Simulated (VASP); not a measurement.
Consider the following.

```
CELL_PARAMETERS angstrom
      2.96961     0.00000     0.00000
      0.00000     2.96961     0.00000
      0.00000     0.00000     2.96961
ATOMIC_POSITIONS crystal
  Mo 0.00000 0.00000 0.00000
  S  0.50000 0.50000 0.50000
```

Calculation: PBEsol GGA, VASP's PBE PAW potentials (set 64) (plane waves; VASP). Numerical set-up: 400 eV cut-off, 14×14×14 Γ-centred mesh, tetrahedra with Blöchl corrections, potentials Mo_sv S.

Q: Predict the energy per atom (σ→0), band gap (on the k-mesh) with the smallest direct gap where there is one.

A: 
The band gap (on the k-mesh) is none (metal, semimetal or under 0.01 eV). The energy per atom (σ→0) is -8.402 eV/atom.

The absolute energy has meaning only against runs of the same code, potentials and settings.

The structure was generated: MoS was put into the CsCl type type (Pm-3m), which need not be its known phase. It was relaxed first, which changed the volume by -31 %.
